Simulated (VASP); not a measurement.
Output of a VASP run:

OSZICAR:
```
       N       E                     dE             d eps       ncg     rms          rms(c)
DAV:   1     0.718669031067E+02    0.71867E+02   -0.85584E+03  8157   0.174E+03
DAV:   2    -0.218507408109E+02   -0.93718E+02   -0.91196E+02  7722   0.281E+02
DAV:   3    -0.239769890502E+02   -0.21262E+01   -0.21227E+01  9362   0.566E+01
DAV:   4    -0.239902517894E+02   -0.13263E-01   -0.13262E-01  8835   0.389E+00
DAV:   5    -0.239904483775E+02   -0.19659E-03   -0.19659E-03 10007   0.505E-01    0.962E+00
DAV:   6    -0.211270212812E+02    0.28634E+01   -0.24075E+01  7831   0.123E+02    0.721E+00
DAV:   7    -0.198811102216E+02    0.12459E+01   -0.46215E+00  8160   0.955E+01    0.246E+00
DAV:   8    -0.198978675763E+02   -0.16757E-01   -0.45363E-01 11611   0.138E+01    0.156E+00
DAV:   9    -0.198893126514E+02    0.85549E-02   -0.39750E-02 11420   0.489E+00    0.317E-01
DAV:  10    -0.198923625221E+02   -0.30499E-02   -0.11435E-02 10947   0.199E+00    0.731E-02
DAV:  11    -0.198921556722E+02    0.20685E-03   -0.21923E-03 11323   0.975E-01    0.781E-02
DAV:  12    -0.198927585002E+02   -0.60283E-03   -0.72865E-04 11688   0.439E-01    0.210E-02
DAV:  13    -0.198928511987E+02   -0.92699E-04   -0.95996E-05  9111   0.147E-01    0.283E-03
DAV:  14    -0.198928647998E+02   -0.13601E-04   -0.11670E-05  9855   0.571E-02    0.608E-03
DAV:  15    -0.198928658434E+02   -0.10436E-05   -0.29560E-06  7138   0.432E-02    0.150E-03
DAV:  16    -0.198928657227E+02    0.12070E-06   -0.25273E-07  4750   0.954E-03
   1 F= -.19892866E+02 E0= -.19891638E+02  d E =-.245445E-02
```

OUTCAR:
```
------------------------ aborting loop because EDIFF is reached ----------------------------------------
  FORCE on cell =-STRESS in cart. coord.  units (eV):
  Direction    XX          YY          ZZ          XY          YZ          ZX
  --------------------------------------------------------------------------------------
  Total       -0.6957940     -0.6852526     -0.6947789     -0.0021502     -0.0335909      0.0068730
  in kB      -43.4235367    -42.7656657    -43.3601897     -0.1341882     -2.0963631      0.4289337
  external PRESSURE =     -43.1831307 kB  Pullay stress =       0.0000000 kB
  volume of cell :       25.67
      direct lattice vectors                 reciprocal lattice vectors
     2.950000000  0.000000000  0.000000000     0.338983051  0.000000000  0.000000000
     0.000000000  2.950000000  0.000000000     0.000000000  0.338983051  0.000000000
     0.000000000  0.000000000  2.950000000     0.000000000  0.000000000  0.338983051
 POSITION                                       TOTAL-FORCE (eV/Angst)
 -----------------------------------------------------------------------------------
      1.47862      1.45844      1.50671        -0.034619      0.161453     -0.285979
      2.94638      0.01656      2.91829         0.034619     -0.161453      0.285979
 -----------------------------------------------------------------------------------
    total drift:                               -0.014163      0.053304     -0.015360
  FREE ENERGIE OF THE ION-ELECTRON SYSTEM (eV)
  ---------------------------------------------------
  free  energy   TOTEN  =       -19.8928657227 eV

  energy  without entropy=      -19.8904112743  energy(sigma->0) =      -19.89163850
```
(Selected blocks of OUTCAR.)

POSCAR:
```
CuZn
1
    2.9500000000     0.0000000000     0.0000000000
    0.0000000000     2.9500000000     0.0000000000
    0.0000000000     0.0000000000     2.9500000000
Zn Cu
1 1
Direct
  0.5012280000   0.4943850000   0.5107480000
 -0.0012280000   0.0056150000  -0.0107480000
```

Task: Write an INCAR and KPOINTS that could have produced this output.

Result: Several could match; the one computed here: the input of the run itself, r2SCAN meta-GGA, plane waves, VASP's PBE PAW potentials (set 64).

INCAR:
```
# general
SYSTEM   =  CuZn
PREC     =  Accurate
ENCUT    =  300   # plane-wave cut-off (eV)
LREAL    =  .FALSE.
LASPH    =  .TRUE.

# electronic loop
EDIFF    =  1E-6   # SCF stop (eV)
NELM     =  100   # most electronic steps
ALGO     =  Normal   # blocked Davidson
LMAXMIX  =  4   # l cut-off of mixed one-centre charges
LMIXTAU  =  .TRUE.

# smearing
ISMEAR   =  -1
SIGMA    =  0.05   # width (eV)

# functional
METAGGA  =  R2SCAN

# ions
ISIF     =  2   # forces and stress, cell fixed

# output
LWAVE    =  .FALSE.
LCHARG   =  .FALSE.
```

### KPOINTS
```
Automatic mesh
0
Gamma
8 8 8
0.5 0.5 0.5
```

POTCAR, in this order: Zn Cu (PBE.64 set). Program: vasp_std.

At this cut-off the stress carries a Pulay error, which pulls relaxed volumes low.

The structure is a typed CuZn crystal. The cell was not relaxed at this level, atoms are displaced from their ideal sites. The run is one of a series of settings (GGA removed, LMIXTAU = .TRUE., METAGGA = R2SCAN against the base run), some of them coarse on purpose. The electron count is odd and the run is not spin-polarised, which forces a metal.
